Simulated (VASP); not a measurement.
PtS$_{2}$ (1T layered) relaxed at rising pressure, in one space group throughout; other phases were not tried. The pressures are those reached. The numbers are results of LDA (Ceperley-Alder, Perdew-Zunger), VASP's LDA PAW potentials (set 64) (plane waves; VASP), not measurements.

```json
[
 {"P (GPa)": "0.09", "V (Å³/atom)": "16.619", "k-mesh": "10×10×7"},
 {"P (GPa)": "5.01", "V (Å³/atom)": "15.548", "k-mesh": "10×10×7"},
 {"P (GPa)": "10.08", "V (Å³/atom)": "14.940", "k-mesh": "10×10×7"},
 {"P (GPa)": "20.11", "V (Å³/atom)": "14.081", "k-mesh": "10×10×8"},
 {"P (GPa)": "29.83", "V (Å³/atom)": "13.440", "k-mesh": "10×10×8"}
]
```

A change of mesh leaves a small step in the series.

Problem. Fit an equation of state and predict the volume at 44.98 GPa.

Solution. Least squares on the third-order Birch-Murnaghan form, P = (3B0/2)(y⁷ − y⁵)[1 + (3/4)(B′ − 4)(y² − 1)] with y = (V0/V)^(1/3), gives V0 = 16.595 Å³/atom, B0 = 64 GPa and B′ = 8.1, and so 12.763 Å³/atom. The run gave 12.735 Å³/atom, -0.2 % from the fit.

Pressures at which the relaxation failed are left out.

The compound is PtS2 in the 1T layered structure.
